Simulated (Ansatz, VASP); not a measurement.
# SiO2 in two plane-wave programs

Aim: how closely do two programs agree when they are given the same cell, functional and k mesh? The cell is taken from a series of runs on this material, whose earlier steps may have relaxed, scaled, displaced or heated it; both programs get it as it stands.

Main program and level: Ansatz 0.2.0; plane waves, with VASP 6.6.1 beside it; G0W0 gap at LDA.

**1. The structure**

It takes space group I-42d (No. 122, tetragonal). Conventional cell: a = 4.748 Å, b = 4.748 Å, c = 7.488 Å, α = 90.00°, β = 90.00°, γ = 90.00°. Nearest to Si lie 4 O at 1.61 Å. O has 2 Si at 1.61 Å nearest. Farther neighbours and most contacts between anions are not listed.

**2. Ansatz: G0W0 gap, LDA**

Ansatz runs on its PAW soft_1 files.

Quasiparticle shifts depend on high empty states and on the cores, so they are the hardest test of two PAW sets.

input.yaml reads:

```yaml
crystal:
  lattice:
    - [-2.37405, 2.37405, 3.744]
    - [2.37405, -2.37405, 3.744]
    - [2.37405, 2.37405, -3.744]
  atoms:
    - { symbol: Si, position: [0.0, 0.0, 0.0] }
    - { symbol: Si, position: [0.75, 0.25, 0.5] }
    - { symbol: O, position: [0.99183108, 0.625, 0.86683108] }
    - { symbol: O, position: [0.375, 0.24183108, 0.36683108] }
    - { symbol: O, position: [0.75816892, 0.125, 0.13316892] }
    - { symbol: O, position: [0.875, 0.00816892, 0.63316892] }
kpoints:
  mp_grid: { grid: [4, 4, 4] }
hamiltonian:
  xc: lda
  pseudopotentials: { kind: paw, azcp: { folder: soft_1 }, xc_functional: pbe }
scf:
  occupations: { method: fixed }
gw:
  n_empty_bands: 317
  ecut_chi: 140
  qp_bands: [v2, c2]
  qp_kpoints: band_edges
  screening: { model: contour_deformation }
```

Command:

```
> ansatz run input.yaml --threads 3 --pin off --max-ram 92160MiB --backend cuda --events-out ev --progress --plain --runs-dir out --devices 1 --max-vram 13GiB
```

Numbers of over 12 decimals in the logs are rounded to 6 here.

Output:

```text
GPUs: using 1 of 1 available (devices: 1).
Engine: ansatz 0.2.0, x86_64-unknown-linux-gnu
Pseudopotentials: kind: paw
Pseudopotential: Si, paw, valence charge 4, recommended cutoff 420 eV (normal), soft_1/Si.paw.azcp
Pseudopotential: O, paw, valence charge 6, recommended cutoff 420 eV (normal), soft_1/O.paw.azcp
Functional definition: SPW92
  exchange = slater_x
  correlation = pw_c
device memory: the entry about to start is reckoned to put 0.7 GiB on a device that reports 53.5 GiB free (of which the cap on the GPU budget leaves the run 13.0 GiB)
GPU FFT provider: cuFFT
GPU libraries: cuBLAS 13.8.2, cuFFT 12.4.0, cuSOLVER 12.3.4
Crystal: 6 atoms, lattice volume = 84.406 Å³
Basis set: ecut = 420 eV, 1637 PW (Γ)
Bands: 22, of which v1, the nominal top of the filled ones, is band 16 counted from 1 (15 counted from 0)
Symmetry: 8 space group operations
Space group: I-42d (ITA 122), of the structure as read, at distance tolerance 4.4e-5 Å
k-points: 13 of 64 (time reversal used)
Non-local potential: Si, projectors of the file, l = 0: 2, l = 1: 2, l = 2: 1
Non-local potential: O, projectors of the file, l = 0: 2, l = 1: 2, l = 2: 1
PAW form: soft (Blöchl's): semilocal exchange-correlation on the pseudo side does not see the compensation charge
PAW frozen core: Si, regenerated for the run's functional, and the local potential with it (the file was generated under x = pbe(κ = 0.804, μ = 0.219515), c = pbe(β = 0.066725))
PAW frozen core: O, regenerated for the run's functional, and the local potential with it (the file was generated under x = pbe(κ = 0.804, μ = 0.219515), c = pbe(β = 0.066725))
PAW one-centre angular grid: Si, 110 points (default); XC on 64 Gauss nodes
PAW one-centre angular grid: O, 110 points (default); XC on 64 Gauss nodes
Initial density: superposition of atomic densities (chi_scale 0.1, normalization cell, long waves kept (reshape's long-wave potential 0.00 eV rms))
Initial wavefunctions: pseudopotential atomic-orbital guess
GPU buffer pool allocated for 46656 grid points (all kernels)
GPU transforms: local potential and band sums: pruned to the plane-wave sphere, on 36×36×36
Functional: x = slater, c = lda
SCF iter   1: F=—  HF=-3448.603269 eV  |F-HF|=—  |Δ(HF+E_count)|=         —  Δρ=1.19e-1  dr2=1.07e1  ethr=3.10e-3  ⟨swp⟩=4.9  Hψ=1430  notcnv=0  defer=43
preconditioner: auto → none  [insulator: Δε(μ)=7.423 eV  Ē_g=17.900 eV  n_scr=14 (ndim 8)  ℏωp=22.9 eV  f_vac=0.108  ε∞_Penn≈2.6]
SCF iter   2: F=—  HF=-3445.794110 eV  |F-HF|=—  |Δ(HF+E_count)|=    2.81e0  Δρ=6.32e-2  dr2=1.47e0  ethr=3.10e-3  ⟨swp⟩=3.9  Hψ=840  notcnv=0  defer=39
SCF iter   3: F=—  HF=-3445.377650 eV  |F-HF|=—  |Δ(HF+E_count)|=   4.16e-1  Δρ=1.87e-2  dr2=1.33e-1  ethr=3.10e-3  ⟨swp⟩=2.1  Hψ=583  notcnv=0  defer=35
SCF iter   4: F=—  HF=-3445.365315 eV  |F-HF|=—  |Δ(HF+E_count)|=   1.23e-2  Δρ=1.33e-3  dr2=6.19e-4  ethr=4.16e-4  ⟨swp⟩=2.7  Hψ=460  notcnv=0  defer=52
SCF iter   5: F=—  HF=-3445.365619 eV  |F-HF|=—  |Δ(HF+E_count)|=   3.04e-4  Δρ=2.25e-4  dr2=1.22e-5  ethr=1.93e-6  ⟨swp⟩=2.2  Hψ=455  notcnv=0  defer=52
SCF iter   6: F=—  HF=-3445.365632 eV  |F-HF|=—  |Δ(HF+E_count)|=   1.26e-5  Δρ=2.41e-5  dr2=3.14e-7  ethr=3.82e-8  ⟨swp⟩=2.8  Hψ=488  notcnv=0  defer=39
SCF iter   7: F=-3445.365632 eV  HF=-3445.365632 eV  |F-HF|=4.96e-10  |Δ(HF+E_count)|=   7.31e-8  Δρ=1.93e-6  dr2=1.46e-9  ethr=3.13e-10  ⟨swp⟩=11.8  Hψ=1502  notcnv=0
SCF 1 converged in 7 iterations: F = -3445.365632 eV  dr2 = 1.46e-9
  greatest PAW one-centre occupation: 0.856 electrons in one spin orbital (limit 2), on the O atom at site 5 (counted from 0), in its partial waves of l = 0
device memory: the entry about to start is reckoned to put 0.8 GiB on a device that reports 53.5 GiB free (of which the cap on the GPU budget leaves the run 13.0 GiB)
NSCF: frozen V_eff on 13 k-points, pencils in batches of 32, up to order 88
the band table was solved once the SCF had ended and its energy, with any forces and stress, was formed, with the checks that follow a solve (1509 applications of the Hamiltonian). They found nothing against the state; the energy, forces and stress were not computed again (output.eigenvalues in the input reference)
device memory: the entry about to start is reckoned to put 5.2 GiB on a device that reports 49.8 GiB free (of which the cap on the GPU budget leaves the run 13.0 GiB)
NSCF: frozen V_eff on 13 k-points
G₀W₀ screening: q 1/13
[... further progress lines ...]
device memory: the entry about to start is reckoned to put 0.4 GiB on a device that reports 38.8 GiB free (of which the cap on the GPU budget leaves the run 13.0 GiB)
NSCF: frozen V_eff on 1 k-points
device memory: the entry about to start is reckoned to put 0.4 GiB on a device that reports 38.8 GiB free (of which the cap on the GPU budget leaves the run 13.0 GiB)
NSCF: frozen V_eff on 1 k-points
SCF converged after 7 iterations
Free energy (F): -3445.365632 eV
Harris-Foulkes:  -3445.365632 eV  (|F-HF|=4.96e-10)
Internal energy: -3445.365632 eV  (E = F + TS)
E sigma→0 (E₀):  -3445.365632 eV
Fermi energy:    0.841074 eV
--- Per-component energies (eV) ---
  E_band       = -182.801829
  E_kinetic    = 774.036631
  E_local      = -2214.167592  (includes V_loc(G=0)·N_el)
  E_nonlocal   = 264.752495
  E_hartree    = 820.838925
  E_xc         = -395.378453
  E_vxc        = -460.632170  (∫ρ·V_xc dr)
  E_paw        = -1582.398957  (= ΣΔE_a)
  E_vpaw       = -188.473812  (= ΣTr[D̂ρ^β])
  E_aug_tail   = 0.003444  (compensation charges beyond the density's cutoff)
  E_ewald      = -1113.608472
  E_core_change = 0.556347  (= ΣΔE_core)
  E_smearing   = -0.000000  (= −TS)
  E_closure    = 0.000000  (closes the sum)
  Σ components = -3445.365632   (vs F -3445.365632, Δ=0.00e0)
--- Band table (eV; the first three rows and the last of 13) ---
  k-point 0: bands = [... 12 lower, -0.5934, -0.1267, 0.8411, 0.8411, 6.7063, 9.3758, 11.8720, 11.8720, ... 2 higher]
  k-point 1: bands = [... 12 lower, -0.5389, 0.0807, 0.7178, 0.7285, 7.9992, 10.2587, 10.8011, 11.2904, ... 2 higher]
  k-point 2: bands = [... 12 lower, 0.0100, 0.0100, 0.5647, 0.5647, 10.0789, 10.0789, 10.9026, 10.9026, ... 2 higher]
  k-point 12: bands = [... 12 lower, -0.6892, -0.6892, 0.6974, 0.6974, 9.6490, 9.6490, 10.5313, 10.5313, ... 2 higher]
--- G₀W₀: contour deformation, 6 samples at zero and on the imaginary axis and 2 off it, 64 q-points, 317 empty bands' worth ---
  eigenvalues of the whole cell's RPA ε∞ on this k-mesh (on a slab, of 1 + 4πα/V) = 2.2146, 2.2146, 2.2734; static W/v taken at q = 0 is 0.447660
  bands read: the sum over 333 bands ends inside a degenerate multiplet in 4 slots, whose members it reads at an even weight; the widest, k=2: bands 333 to 334 (counted from 1) at 1/2 each
  gw.qp_kpoints: band_edges: 13 of 13 stored k-points solved, in 1 pass; an edge of the gap read off the rows below is read off those points alone
    ik  band        ε_KS         Σx   Σc(E_QP)       V_xc       Z   E_QP_lin       E_QP  E_QP is
     0    15      0.8411   -26.4023     4.0806   -20.5869  0.8041    -0.9195    -0.8937  root
     0    16      0.8411   -26.4023     4.0806   -20.5869  0.8041    -0.9195    -0.8937  root
     0    17      6.7063    -6.8246    -3.2757   -11.5722  0.8706     8.1892     8.1781  root
     0    18      9.3758    -5.4968    -3.8340   -11.1314  0.8647    11.1962    11.1765  root
     1    15      0.7178   -26.4403     4.0866   -20.6194  0.8037    -1.0424    -1.0165  root
     1    16      0.7285   -26.3921     4.1009   -20.5456  0.8037    -1.0435    -1.0171  root
     1    17      7.9992    -7.5585    -3.3322   -12.5046  0.8630     9.6276     9.6130  root
     1    18     10.2587    -5.9338    -4.0058   -11.8559  0.8589    12.1992    12.1750  root
     2    15      0.5647   -26.5868     4.0936   -20.7589  0.8035    -1.1955    -1.1696  root
     2    16      0.5647   -26.5868     4.0936   -20.7589  0.8035    -1.1955    -1.1696  root
     2    17     10.0789    -7.1120    -3.6018   -12.5163  0.8564    11.9029    11.8815  root
     2    18     10.0789    -7.1120    -3.6018   -12.5163  0.8564    11.9029    11.8815  root
     3    15      0.7234   -26.4444     4.0940   -20.6131  0.8035    -1.0398    -1.0138  root
     3    16      0.7516   -26.2491     4.0784   -20.4232  0.8041    -1.0222    -0.9958  root
     3    17      7.6341    -7.3038    -3.3217   -12.1951  0.8655     9.2172     9.2038  root
     3    18      9.9499    -5.8468    -3.8721   -11.5703  0.8609    11.8231    11.8012  root
     4    15      0.4379   -26.3742     4.1047   -20.5134  0.8029    -1.3452    -1.3181  root
     4    16      0.6679   -26.4062     4.0998   -20.5611  0.8037    -1.1038    -1.0774  root
     4    17      9.3530    -7.7316    -3.5975   -13.1260  0.8567    11.1702    11.1499  root
     4    18     10.3249    -7.7087    -3.8973   -13.5722  0.8537    12.3172    12.2911  root
     5    15      0.4820   -26.4432     4.1012   -20.5972  0.8030    -1.2893    -1.2627  root
     5    16      0.6669   -26.0966     4.0724   -20.2655  0.8042    -1.1187    -1.0918  root
     5    17      9.1414    -8.2792    -3.8323   -13.9881  0.8549    11.0404    11.0179  root
     5    18      9.7574    -6.1996    -3.3458   -11.1891  0.8630    11.4180    11.4012  root
[...]
11    15      0.5326   -26.3154     4.1110   -20.4480  0.8030    -1.2510    -1.2238  root
    11    16      0.5326   -26.3154     4.1110   -20.4480  0.8030    -1.2510    -1.2238  root
    11    17     10.2010    -7.4930    -3.7740   -13.1928  0.8533    12.1516    12.1267  root
    11    18     10.2010    -7.4930    -3.7740   -13.1928  0.8533    12.1516    12.1267  root
    12    15      0.6974   -26.4933     4.0914   -20.6733  0.8036    -1.0570    -1.0312  root
    12    16      0.6974   -26.4933     4.0914   -20.6733  0.8036    -1.0570    -1.0312  root
    12    17      9.6490    -7.0518    -3.4759   -12.2620  0.8584    11.4024    11.3833  root
    12    18      9.6490    -7.0518    -3.4759   -12.2620  0.8584    11.4024    11.3833  root
```

The column dr2 measures how far the density is from self-consistency, as an energy; F and HF (Harris–Foulkes) agree once it is small.

[end of part 1 of 2]

[Lines on the potential files, build, host, timing and source positions are cut from VASP's logs without a mark.]

[Logs are printed without paths, hosts, clocks, repeated set-up lines and the standing remarks that a program may print on its own settings, such as how far it seeks lower states.]

[Hosts, paths, dates, database ids (printed as entryN), source tags and the programs' standing remarks are cut or masked in the printed files.]
